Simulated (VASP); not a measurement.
Crystal: GaSb.

```xyz
2
Lattice="0.0000 3.0590 3.0590 3.0590 0.0000 3.0590 3.0590 3.0590 0.0000" Properties=species:S:1:pos:R:3 pbc="T T T"
Ga    0.0000    0.0000    0.0000
Sb    1.5295    1.5295    1.5295
```

* Program: VASP 6.6.1
* Task: relaxation of cell and atoms
* Functional: PBE
* Potentials or basis: VASP PAW PBE potentials, release 64 (Ga_d, Sb)
* Cutoff: 520 eV
* k mesh: 10 × 10 × 10
* Occupations: gaussian, width 0.02 eV
* Spin: no spin polarisation

At the start: pressure 2.4 GPa; volume 28.62 Å³/atom.

Task: How do energy, volume and symmetry change on relaxing?

Result: Over 12 steps the energy falls by 10.2 meV/atom and the volume is 30.03 Å³/atom (+4.9 %); space group F-43m (No. 216, to 0.05 Å).

The path:
| step | energy change (eV) | largest force (eV/Å) | pressure (GPa) | volume (Å³) |
| --- | --- | --- | --- | --- |
| 1 | 0.0000 | 0.0000 | 2.39 | 57.25 |
| 2 | -0.0189 | 0.0000 | -0.57 | 60.87 |
| 3 | -0.0203 | 0.0000 | -0.03 | 60.08 |
| 4 | -0.0203 | 0.0000 | 0.07 | 60.02 |
| 5 | -0.0203 | 0.0000 | 0.04 | 60.02 |
| 6 | -0.0203 | 0.0000 | 0.03 | 60.02 |
| 7 | -0.0203 | 0.0000 | 0.04 | 60.03 |
| 8 | -0.0203 | 0.0000 | 0.04 | 60.03 |
| 9 | -0.0203 | 0.0000 | 0.02 | 60.03 |
| 10 | -0.0203 | 0.0000 | 0.03 | 60.03 |
| 11 | -0.0203 | 0.0000 | 0.02 | 60.04 |
| 12 | -0.0203 | 0.0000 | 0.01 | 60.05 |

Final structure:
```
CELL_PARAMETERS angstrom
0.00000 3.10812 3.10812
3.10812 0.00000 3.10812
3.10812 3.10812 0.00000
ATOMIC_POSITIONS crystal
Ga 0.00000 0.00000 0.00000
Sb 0.25000 0.25000 0.25000
```
